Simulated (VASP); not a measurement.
Data:

```
CELL_PARAMETERS angstrom
      0.00000     2.24380     2.24380
      2.24380     0.00000     2.24380
      2.24380     2.24380     0.00000
ATOMIC_POSITIONS crystal
  Li 0.25000 0.25000 0.25000
  Li 0.75000 0.75000 0.75000
  O  0.00000 0.00000 0.00000
```

Level of theory: PBE GGA with D3 dispersion (Becke-Johnson damping), VASP's PBE PAW potentials (set 64) (plane waves; VASP 6.6.1). Settings: 520 eV cut-off, 8×8×8 Γ-centred mesh, Gaussian smearing of 0.050 eV, potentials Li_sv O.

Task: Estimate the energy per atom (σ→0), pressure, band gap (on the k-mesh) with the smallest direct gap where there is one.

Result: 
```json
{
  "band gap (on the k-mesh)": "5.14 eV",
  "smallest direct gap (on the k-mesh)": "5.94 eV",
  "energy per atom (σ→0)": "-5.051 eV/atom",
  "pressure": "2.54 GPa"
}
```

Only differences to runs with the same potentials and settings are physical.

The compound is Li2O in the antifluorite structure. This cell is one point of a volume scan, at 0.97 of the reference volume.
